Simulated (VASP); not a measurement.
Given:

```yaml
crystal:
  lattice:
    - [0.00000, 2.89170, 2.89170]
    - [2.89170, 0.00000, 2.89170]
    - [2.89170, 2.89170, 0.00000]
  atoms:
    - { symbol: Zn, position: [0.00000, 0.00000, 0.00000] }
    - { symbol: Se, position: [0.25000, 0.25000, 0.25000] }
```

These are PBE GGA + U (Dudarev), VASP's PBE PAW potentials (set 64) (plane waves; VASP) values and carry that method's errors. Settings: 400 eV cut-off, 7×7×7 Γ-centred mesh, Gaussian smearing of 0.050 eV, potentials Zn Se, U − J: Zn 8.00 eV.

Q: Give the stress tensor in GPa (positive for a compressed cell).

A: 
```
-3.42   0.00   0.00
 0.00  -3.42   0.00
 0.00   0.00  -3.42
```
The pressure is its mean diagonal, -3.42 GPa.

The compound is ZnSe in the zinc blende structure. The cell was not relaxed at this level. The run is one of a series of settings (LDAU = .TRUE., LDAUJ = 0 0, LDAUL = 2 -1, LDAUTYPE = 2, LDAUU = 8.0 0 against the base run), some of them coarse on purpose.
